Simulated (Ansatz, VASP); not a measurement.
## NbZn4 in VASP and in Ansatz

```
Nb Zn
1.0
     4.46135    0.00000    0.00000
     0.00000    4.46135    0.00000
     0.00000    0.00000    4.46135
Nb Zn
1 4
Direct
  0.00000 0.00000 0.00000
  0.50000 0.50000 0.50000
  0.00000 0.50000 0.50000
  0.50000 0.00000 0.50000
  0.50000 0.50000 0.00000
```

The cell was built by a generator and needn't be a form met in nature.

Alike in both runs: task relaxation of cell and atoms; functional LDA; k mesh 5 × 5 × 5; occupations fermi-dirac, width 0.05 eV; no spin polarisation.

|  | VASP | Ansatz |
| --- | --- | --- |
| version | VASP 6.6.1 | Ansatz 0.2.0 |
| potentials or method | VASP PAW LDA potentials, release 64 (Nb_sv, Zn) | Ansatz PAW |
| plane-wave cutoff (eV) | 600 | 420 |
| valence electrons in the cell | 61 | 61 |

|  | VASP | Ansatz | Ansatz less VASP |
| --- | --- | --- | --- |
| gap on the k mesh at the Fermi level, each at its own relaxed structure (eV) | none | none | - |
| relaxed volume (Å³/atom) | 16.30 | 16.18 | -0.122 |
| relaxed cell length with the largest relative difference (Å) | 4.336 | 4.325 | -0.0109 |
| energy change over the relaxation (meV/atom) | -38 | -43 | -5.4 |

A gap of «none» marks a metal or a gap that the smearing closes.

Caveats: the plane-wave basis is chosen anew once the cell has moved, so the energies of steps on either side of that aren't comparable (Ansatz); the PAW data sets come from PBE, with cores solved anew for the run's functional, which leaves a small shift of forces and pressure (Ansatz).
